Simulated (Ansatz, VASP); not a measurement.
# Two plane-wave programs on SrB5Te

```
Sr B Te
1.0
     3.58924    0.00000    0.00000
     0.00000    3.58924    0.00000
     0.00000    0.00000    7.86073
Sr B Te
1 5 1
Cartesian
  0.0000 0.0000 0.0000
  0.0000 1.7946 2.0626
  0.0000 1.7946 5.7981
  1.7946 0.0000 2.0626
  1.7946 0.0000 5.7981
  1.7946 1.7946 0.0000
  0.0000 0.0000 3.9304
```

Change from the starting cell: species swapped into the HfGa5Ni type (P4/mmm, No. 123).

Alike in both runs: functional PBE; k mesh 6 × 6 × 2; occupations gaussian, width 0.1 eV; no spin polarisation.

Ansatz relaxed the structure, and its values are those at the end. VASP's run is a single point on that final structure, the one shown.

|  | VASP | Ansatz |
| --- | --- | --- |
| version | VASP 6.6.1 | Ansatz 0.2.0 |
| potentials or method | VASP PAW PBE potentials, release 64 (Sr_sv, B, Te) | scalar-relativistic, plane waves, PAW |
| plane-wave cutoff (eV) | 520 | 420 |
| valence electrons in the cell | 31 | 41 |

Ansatz gave:

| Quantity | Value |
| --- | --- |
| gap on the k mesh at the Fermi level (eV) | none |
| pressure (GPa) | -0.1 |

Q: What did VASP give for the same quantities?

A: gap on the k mesh at the Fermi level (eV): none; pressure (GPa): 0.1.

A gap of «none» marks a metal or a gap that the smearing closes. The two sets of potentials don't hold the same shells in valence.

Caveats: the k mesh is coarse (spacing up to 0.40 Å⁻¹), so the values aren't converged. The runs have no spin-orbit coupling, so splittings on Te are missing.
